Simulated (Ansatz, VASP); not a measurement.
**Ge3SbSe in VASP and in Ansatz**

Contents of INCAR:

```
ALGO = Normal
EDIFF = 1E-7
ENCUT = 520
GGA = PE
ISIF = 2
ISMEAR = 0
LASPH = T
LCHARG = F
LREAL = F
LWAVE = F
NBANDS = 34
NELM = 80
PREC = Accurate
SIGMA = 0.1
```

The input KPOINTS:

```
k-points
0
Gamma
  4 4 4
```

POSCAR

```
Ge3SbSe
1.0
    4.8756573200      0.0000000000      0.0000000000
    0.0000000000      4.8756573200      0.0000000000
    0.0000000000      0.0000000000      4.8104917400
Ge Sb Se
3 1 1
Direct
    0.0000000000      0.5000000000      0.0000000000
    0.5000000000      0.0000000000      0.0000000000
    0.0000000000      0.0000000000      0.0000000000
    0.0000000000      0.0000000000      0.5000000000
    0.5000000000      0.5000000000      0.5000000000
```

Input for Ansatz:

```yaml
crystal:
  lattice:
    - [4.87565732, 0.0, 0.0]
    - [0.0, 4.87565732, 0.0]
    - [0.0, 0.0, 4.81049174]
  atoms:
    - { symbol: Ge, position: [0.0, 0.5, 0.0] }
    - { symbol: Ge, position: [0.5, 0.0, 0.0] }
    - { symbol: Ge, position: [0.0, 0.0, 0.0] }
    - { symbol: Sb, position: [0.0, 0.0, 0.5] }
    - { symbol: Se, position: [0.5, 0.5, 0.5] }
basis:
  ecutwfc: 420
kpoints:
  mp_grid: { grid: [4, 4, 4] }
hamiltonian:
  xc: pbe
scf:
  occupations: { method: gaussian, width: 0.1 }
  lower_state_search: "off"
output:
  forces: true
  stress: true
  eigenvalues: true
```

Alike in both runs: task single point; functional PBE; k mesh 4 × 4 × 4; occupations gaussian, width 0.1 eV; no spin polarisation.

|  | VASP | Ansatz |
| --- | --- | --- |
| version | VASP 6.6.1 | Ansatz 0.2.0 |
| potentials or method | VASP PAW PBE potentials, release 64 (Ge_d, Sb, Se) | scalar-relativistic, plane waves, PAW |
| plane-wave cutoff (eV) | 520 | 420 |
| valence electrons in the cell | 53 | 73 |

Ansatz gave:

```
gap on the k mesh at the Fermi level (eV)       : none
pressure (GPa)                                  : 10.9
largest component of the traceless stress (GPa) : 9.75
```

Q: Estimate VASP's values.

A: gap on the k mesh at the Fermi level (eV): none; pressure (GPa): 10.9; largest component of the traceless stress (GPa): 9.82.

A gap of «none» marks a metal or a gap that the smearing closes. The two sets of potentials don't hold the same shells in valence.

The runs have no spin-orbit coupling, so splittings on Sb are missing.
